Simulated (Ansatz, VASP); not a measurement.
# Cross-check of Ga2C3N6 between VASP and Ansatz

Aim: how closely do two programs agree when they are given the same cell, functional and k mesh? Of the first pair: The structure shown is the start of the Ansatz relaxation below; VASP solves that cell, so the two are compared at the walk's first step.

Program: Ansatz 0.2.0. Level of theory: plane waves, with VASP 6.6.1 beside it; single point at PBEsol with D3(BJ). Results are calculated unless marked as measured.

## (1) The starting structure

The cell holds 11 atoms: 6 N, 3 C and 2 Ga. Cell: a = 3.062 Å, b = 5.040 Å, c = 21.787 Å, α = 90.0°, β = 90.0°, γ = 90.0°. It derives from Ga2C3N6. As first built, before any earlier steps moved the atoms (in the runner's words): kind sheets cut from a layered crystal; sheets 1. Vacuum lies along c.

Coordinates:

```
N C Ga
1.0
     3.06217    0.00000    0.00000
     0.00000    5.03955    0.00000
     0.00000    0.00000   21.78668
N C Ga
6 3 2
Direct
  0.00000 0.70772 0.65575
  0.00000 0.21934 0.65257
  0.50000 0.93618 0.54565
  0.50000 0.21791 0.45435
  0.00000 0.93475 0.34743
  0.00000 0.44637 0.34425
  0.00000 0.46330 0.65308
  0.50000 0.07705 0.50000
  0.00000 0.69079 0.34692
  0.50000 0.95830 0.63103
  0.50000 0.19579 0.36897
```

## (2) Ansatz: relaxation, PBEsol with D3(BJ)

Ansatz runs on its default PAW (the set named soft_2) files.

The two programs are compared at the cell with which this relaxation starts, whose forces are those of its first step.

input.yaml reads:

```yaml
crystal:
  lattice:
    - [3.062166893, 0.0, 0.0]
    - [0.0, 5.039550478, 0.0]
    - [0.0, 0.0, 21.7866793847]
  atoms:
    - { symbol: "N", position: [0.0, 0.707723337, 0.655752955] }
    - { symbol: C, position: [0.0, 0.463299796, 0.653075094] }
    - { symbol: "N", position: [0.0, 0.219341555, 0.652574302] }
    - { symbol: Ga, position: [0.5, 0.958300341, 0.63102598] }
    - { symbol: "N", position: [0.5, 0.936182576, 0.545652329] }
    - { symbol: C, position: [0.5, 0.07704518, 0.5] }
    - { symbol: "N", position: [0.5, 0.217907785, 0.454347671] }
    - { symbol: Ga, position: [0.5, 0.195790019, 0.36897402] }
    - { symbol: "N", position: [0.0, 0.934748806, 0.347425698] }
    - { symbol: C, position: [0.0, 0.690790565, 0.346924906] }
    - { symbol: "N", position: [0.0, 0.446367024, 0.344247045] }
kpoints:
  mp_grid: { grid: [10, 6, 1] }
scf:
  occupations: { method: fermi_dirac, width: 0.05 }
  n_extra_bands: 10
hamiltonian:
  xc: pbesol
  pseudopotentials: { kind: paw }
  dispersion: d3bj
output:
  forces: true
  write_potential: true
  volumetric_format: []
relax:
  f_tol: 0.03
  max_steps: 45
  cell: { fix: [c, alpha, beta] }
```

Command:

```
$ ansatz run input.yaml --threads 2 --pin off --max-ram 6144MiB --backend cpu --events-out ev --progress --plain --runs-dir out
```

Numbers of over 12 decimals in the logs are rounded to 6 here.

Output:

```text
scf.n_extra_bands = 10 over 34 filled bands (N_el = 68.0): the run solves 44 bands
Engine: ansatz 0.2.0, aarch64-unknown-linux-gnu
Pseudopotentials: kind: paw
Pseudopotential: N, paw, valence charge 5, recommended cutoff 420 eV (normal), N.paw.azcp
Pseudopotential: C, paw, valence charge 4, recommended cutoff 420 eV (normal), C.paw.azcp
Pseudopotential: Ga, paw, valence charge 13, recommended cutoff 420 eV (normal), Ga.paw.azcp
Functional definition: PBEsol
  exchange = pbesol_x
  correlation = pbesol_c
Crystal: 11 atoms, lattice volume = 336.211 Å³
Basis set: ecut = 420 eV, 6559 PW (Γ), exchange–correlation on 48×72×300 points (8 copies of the dense FFT grid, shifted against one another)
Bands: 44, of which v1, the nominal top of the filled ones, is band 34 counted from 1 (33 counted from 0)
Symmetry: 4 space group operations
Space group: P2/m (ITA 10), of the structure as read, at distance tolerance 7.0e-5 Å
k-points: 24 of 60
Non-local potential: N, projectors of the file, l = 0: 2, l = 1: 2, l = 2: 1
Non-local potential: C, projectors of the file, l = 0: 2, l = 1: 2, l = 2: 1
Non-local potential: Ga, projectors of the file, l = 0: 2, l = 1: 2, l = 2: 3, l = 3: 1
PAW form: soft (Blöchl's): semilocal exchange-correlation on the pseudo side does not see the compensation charge
PAW frozen core: N, regenerated for the run's functional, and the local potential with it (the file was generated under x = pbe(κ = 0.804, μ = 0.219515), c = pbe(β = 0.066725))
PAW frozen core: C, regenerated for the run's functional, and the local potential with it (the file was generated under x = pbe(κ = 0.804, μ = 0.219515), c = pbe(β = 0.066725))
PAW frozen core: Ga, regenerated for the run's functional, and the local potential with it (the file was generated under x = pbe(κ = 0.804, μ = 0.219515), c = pbe(β = 0.066725))
PAW one-centre angular grid: N, 110 points (default); XC on 64 Gauss nodes
PAW one-centre angular grid: C, 110 points (default); XC on 64 Gauss nodes
PAW one-centre angular grid: Ga, 590 points (default); XC on 64 Gauss nodes
Initial density: superposition of atomic densities (neutral atoms: chi_scale 0, normalization atom), corrected by the library's trained network
Initial wavefunctions: pseudopotential atomic-orbital guess
Functional: x = pbesol(κ = 0.804, μ = 0.123457), c = pbesol(β = 0.046)
SCF iter   1: F=—  HF=-10497.211696 eV  |F-HF|=—  |Δ(HF+E_count)|=         —  Δρ=1.18e-2  dr2=1.08e0  ethr=1.77e-3  ⟨swp⟩=7.3  Hψ=4922  notcnv=0  defer=12
preconditioner: auto → LDOS  [metal: Δε(μ)=0.040 eV  Ē_g=14.863 eV  σ=0.050 eV  W_gap=0.20  n_scr=42 (ndim 8)  ℏωp=16.7 eV  f_vac=0.590  D(μ)=2.57/eV (n_scr^D=8)  β→1.0]
SCF iter   2: F=—  HF=-10497.093502 eV  |F-HF|=—  |Δ(HF+E_count)|=   1.18e-1  Δρ=5.29e-3  dr2=8.28e-2  ethr=1.59e-3  ⟨swp⟩=3.5  Hψ=2037  notcnv=0  defer=80
SCF iter   3: F=—  HF=-10497.113108 eV  |F-HF|=—  |Δ(HF+E_count)|=   1.96e-2  Δρ=4.38e-3  dr2=6.40e-2  ethr=1.22e-4  ⟨swp⟩=3.0  Hψ=2080  notcnv=0  defer=80
SCF iter   4: F=—  HF=-10497.096190 eV  |F-HF|=—  |Δ(HF+E_count)|=   1.69e-2  Δρ=9.76e-4  dr2=4.35e-3  ethr=9.41e-5  ⟨swp⟩=2.7  Hψ=2176  notcnv=0  defer=81
SCF iter   5: F=—  HF=-10497.096062 eV  |F-HF|=—  |Δ(HF+E_count)|=   1.28e-4  Δρ=4.73e-4  dr2=9.34e-4  ethr=6.40e-6  ⟨swp⟩=2.5  Hψ=1909  notcnv=0  defer=81
SCF iter   6: F=—  HF=-10497.096370 eV  |F-HF|=—  |Δ(HF+E_count)|=   3.08e-4  Δρ=1.57e-4  dr2=6.17e-5  ethr=1.37e-6  ⟨swp⟩=2.1  Hψ=1399  notcnv=0  defer=81
SCF iter   7: F=—  HF=-10497.096628 eV  |F-HF|=—  |Δ(HF+E_count)|=   2.59e-4  Δρ=3.67e-5  dr2=2.46e-6  ethr=9.08e-8  ⟨swp⟩=2.0  Hψ=1718  notcnv=0  defer=81
SCF iter   8: F=—  HF=-10497.096639 eV  |F-HF|=—  |Δ(HF+E_count)|=   1.04e-5  Δρ=1.29e-5  dr2=4.25e-7  ethr=3.62e-9  ⟨swp⟩=2.0  Hψ=1811  notcnv=0  defer=81
SCF iter   9: F=-10497.096640 eV  HF=-10497.096639 eV  |F-HF|=9.26e-7  |Δ(HF+E_count)|=   7.35e-7  Δρ=4.06e-6  dr2=3.40e-8  ethr=1.47e-10  ⟨swp⟩=9.1  Hψ=7199  notcnv=0
SCF 1 converged in 9 iterations: F = -10497.096640 eV  dr2 = 3.40e-8
  greatest PAW one-centre occupation: 0.997 electrons in one spin orbital (limit 2), on the Ga atom at site 7 (counted from 0), in its partial waves of l = 2
relax step   1: F+E_penalty+E_count = -10497.09664041 eV  Δ(F+E_penalty+E_count) = +0.000e0 eV  max|allowed force component| = 1.697e-1 eV/Å  Δτ_max = 0.0000 Å  P = -1.560 GPa  Ω = 336.211 Å³  fix = [c, alpha, beta]  reactions: c -1.050 GPa; alpha -0.181 GPa/rad  (9 SCF iters, dr2 threshold 1.00e-7 eV, accepted)
Crystal: 11 atoms, lattice volume = 329.877 Å³
Basis set: ecut = 420 eV, 6407 PW (Γ), exchange–correlation on 48×72×300 points (8 copies of the dense FFT grid, shifted against one another)
Initial density: handed on by an earlier stage of this run
Initial wavefunctions: those handed on with the density
[...]
preconditioner: auto → LDOS  [metal: Δε(μ)=0.102 eV  Ē_g=15.115 eV  σ=0.050 eV  W_gap=0.45  n_scr=38 (ndim 8)  ℏωp=16.9 eV  f_vac=0.589  D(μ)=1.64/eV (n_scr^D=6)  β→1.0]
SCF iter   2: F=—  HF=-10497.160130 eV  |F-HF|=—  |Δ(HF+E_count)|=   2.51e-5  Δρ=1.46e-6  dr2=6.43e-9  ethr=1.54e-11  ⟨swp⟩=3.5  Hψ=2701  notcnv=0
SCF iter   3: F=—  HF=-10497.160130 eV  |F-HF|=—  |Δ(HF+E_count)|=   1.41e-9  Δρ=6.41e-7  dr2=1.44e-9  ethr=9.45e-12  ⟨swp⟩=2.0  Hψ=1823  notcnv=0
SCF iter   4: F=—  HF=-10497.160130 eV  |F-HF|=—  |Δ(HF+E_count)|=   1.76e-9  Δρ=1.87e-7  dr2=1.10e-10  ethr=2.12e-12  ⟨swp⟩=2.0  Hψ=1823  notcnv=0
SCF iter   5: F=-10497.160130 eV  HF=-10497.160130 eV  |F-HF|=2.55e-11  |Δ(HF+E_count)|=  1.87e-10  Δρ=1.11e-7  dr2=4.77e-11  ethr=1.00e-12  ⟨swp⟩=11.0  Hψ=6119  notcnv=0
SCF 13 converged in 5 iterations: F = -10497.160130 eV  dr2 = 4.77e-11
relax step  13: F+E_penalty+E_count = -10497.16012957 eV  Δ(F+E_penalty+E_count) = +4.631e-4 eV  max|allowed force component| = 5.025e-3 eV/Å  Δτ_max = 0.0000 Å  P = +0.008 GPa  Ω = 327.084 Å³  fix = [c, alpha, beta]  reactions: c +0.004 GPa; alpha +0.001 GPa/rad  stress off target by 1.17e-2 GPa on what of the cell is left free  SCF on the basis re-selected at this cell (its energy is not comparable with the rows above)  (5 SCF iters)
basis re-selected at this cell: Δ(F+E_penalty+E_count) = +4.631e-4 eV, ΔP = -0.001 GPa vs the last step (what re-selecting the basis moved, of the pressure what is left beyond the Pulay correction that the steps carried, after the strain that the cell walked since its last selection, with what the two solves' SCF thresholds leave and, on support functions, any second-order correction that the steps lacked; it is no m [...]
WARN: The output density's exchange-correlation potential varies sharply where the density is thin. Do not read a vacuum level from v_tot or v_xc, or from such a field of the output density. On a cell that repeats whose density bears no net charge and no dipole along the vacuum's axis use v_es (v_loc + v_h of the components); under efield.dipole_correction with no amplitude use v_es + v_field, which holds any externa [...]
SCF converged after 5 iterations
Free energy (F): -10497.160130 eV
Harris-Foulkes:  -10497.160130 eV  (|F-HF|=2.55e-11)
Internal energy: -10497.146397 eV  (E = F + TS)
E sigma→0 (E₀):  -10497.153263 eV
Entropy (-TS):   -0.013733 eV (-1.248 meV/atom)
Fermi energy:    -0.665043 eV
--- Per-component energies (eV) ---
  E_band       = -747.517473
  E_kinetic    = 1279.555823
  E_local      = -39644.279284  (includes V_loc(G=0)·N_el)
  E_nonlocal   = 1227.709394
  E_hartree    = 19053.512337
  E_xc         = -623.756276
  E_vxc        = -732.405064  (∫ρ·V_xc dr)
  E_paw        = -4936.990342  (= ΣΔE_a)
  E_vpaw       = -985.123381  (= ΣTr[D̂ρ^β])
  E_aug_tail   = 0.000384  (compensation charges beyond the density's cutoff)
  E_ewald      = 13145.998220
  E_disp       = -0.854504  (pairwise vdW)
  E_core_change = 1.957850  (= ΣΔE_core)
  E_smearing   = -0.013733  (= −TS)
  E_closure    = 0.000000  (closes the sum)
  Σ components = -10497.160130   (vs F -10497.160130, Δ=0.00e0)
--- Forces (eV/Å), atoms counted from 1 ---
  atom   1  N      0.00000000     0.00345136     0.00345832
  atom   2  C      0.00000000    -0.00001395     0.00101776
  atom   3  N      0.00000000    -0.00336900     0.00240187
  atom   4  Ga     0.00000000    -0.00044105    -0.00502505
  atom   5  N      0.00000000    -0.00016011    -0.00071504
  atom   6  C      0.00000000     0.00000000     0.00000000
  atom   7  N      0.00000000     0.00016011     0.00071504
  atom   8  Ga     0.00000000     0.00044105     0.00502505
  atom   9  N      0.00000000     0.00336900    -0.00240187
  atom  10  C      0.00000000     0.00001395    -0.00101776
  atom  11  N      0.00000000    -0.00345136    -0.00345832
  max |Σ_I F_I| component: 4.34e-19 eV/Å
--- Stress (GPa, compression-positive) ---
        0.007312      -0.000000      -0.000000
       -0.000000       0.011691      -0.001195
       -0.000000      -0.001198       0.003778
  P = ⅓ Tr σ = 0.0076 GPa (0.076 kbar)
--- Band table (eV; the first three rows and the last of 24) ---
  k-point 0: bands = [... 30 lower, -2.1138, -1.9695, -1.9692, -0.5929, 2.2203, 2.2238, 2.3876, 2.7998, ... 6 higher]
  k-point 1: bands = [... 30 lower, -2.3087, -2.2753, -2.0568, -0.5529, 2.4323, 2.5570, 2.6247, 3.1457, ... 6 higher]
  k-point 2: bands = [... 30 lower, -2.9367, -2.8499, -1.9409, -0.5131, 2.9690, 3.0741, 3.4881, 3.9492, ... 6 higher]
  k-point 23: bands = [... 30 lower, -3.4396, -2.9083, -2.0745, -1.8134, 2.0268, 2.1281, 3.9891, 4.1247, ... 6 higher]
--- Relaxed structure (11 steps of the walk, 11 accepted, 2 SCFs on fresh bases) ---
  F+E_penalty+E_count = -10497.16012957 eV   max|allowed force component| = 5.025e-3 eV/Å   (the final SCF, on the basis selected at the relaxed cell)
  cell:  # Å, volume = 327.0844 Å³
    - [3.000844, 0.0, 0.0]
    - [0.0, 5.002941, 0]
    - [0.0, 0, 21.7866793847]
  atoms:
    - { symbol: N, position: [0, 0.683399, 0.651629] }
    - { symbol: C, position: [0, 0.437743, 0.649514] }
    - { symbol: N, position: [0, 0.192840, 0.649538] }
    - { symbol: Ga, position: [0.500000, 0.933342, 0.627492] }
    - { symbol: N, position: [0.500000, 0.918875, 0.542543] }
    - { symbol: C, position: [0.500000, 0.077045, 0.500000] }
    - { symbol: N, position: [0.500000, 0.235215, 0.457457] }
    - { symbol: Ga, position: [0.500000, 0.220749, 0.372508] }
    - { symbol: N, position: [0, 0.961250, 0.350462] }
    - { symbol: C, position: [0, 0.716348, 0.350486] }
    - { symbol: N, position: [0, 0.470691, 0.348371] }
```

The column dr2 measures how far the density is from self-consistency, as an energy; F and HF (Harris–Foulkes) agree once it is small.

[end of part 1 of 2]

[Lines on the potential files, build, host, timing and source positions are cut from VASP's logs without a mark.]

[Logs are printed without paths, hosts, clocks, repeated set-up lines and the standing remarks that a program may print on its own settings, such as how far it seeks lower states.]

[Hosts, paths, dates, database ids (printed as entryN), source tags and the programs' standing remarks are cut or masked in the printed files.]
